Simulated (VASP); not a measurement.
The system is Ce.

```
Ce
1.0
     0.00000    2.26493    2.26493
     2.26493    0.00000    2.26493
     2.26493    2.26493    0.00000
Ce
1
Direct
  0.00000 0.00000 0.00000
```

Base run:

```yaml
Program: VASP 6.6.1
Functional: LDA
Potentials_or_basis: VASP PAW LDA potentials, release 64 (Ce)
Cutoff: 520 eV
k_mesh: 12 × 12 × 12
Occupations: methfessel-paxton, width 0.6 eV
Spin: no spin polarisation
```

Its results: band gap on the k mesh none (metal or under the smearing width); pressure -2.0 GPa.

Q: After a change of settings the same cell gave: band gap on the k mesh none (metal or under the smearing width); pressure 5.7 GPa. Which change was it?
A. occupations from methfessel-paxton, width 0.6 eV to fermi-dirac, width 0.1 eV
B. occupations from methfessel-paxton, width 0.6 eV to methfessel-paxton, width 0.01 eV; further incar settings from ALGO = Normal; EDIFF = 1e-06; NBANDS = 12 to ALGO = Fast; EDIFF = 1e-06; NBANDS = 12
C. occupations from methfessel-paxton, width 0.6 eV to gaussian, width 1 eV

A: C.

Not every run made on this cell is shown here.
